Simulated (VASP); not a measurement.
Data:

```yaml
crystal:
  lattice:
    - [0.00000, 2.30195, 2.30195]
    - [2.30195, 0.00000, 2.30195]
    - [2.30195, 2.30195, 0.00000]
  atoms:
    - { symbol: Ga, position: [0.00000, 0.00000, 0.00000] }
    - { symbol: N, position: [0.75000, 0.75000, 0.75000] }
```

Method: PBE GGA, VASP's PBE PAW potentials (set 64) (plane waves; VASP). Run with 400 eV cut-off, 6×6×6 Γ-centred mesh, Gaussian smearing of 0.010 eV, potentials Ga_d N.

At this cut-off the stress carries a Pulay error, which pulls relaxed volumes low.

Question: Give the stress tensor in GPa (positive for a compressed cell).

Answer: 
```
-8.85   0.00   0.00
 0.00  -8.85   0.00
 0.00   0.00  -8.85
```
The pressure is its mean diagonal, -8.85 GPa.

The structure comes from a computed database's GaN entry; how it stands against other phases isn't given here. The cell was not relaxed at this level.
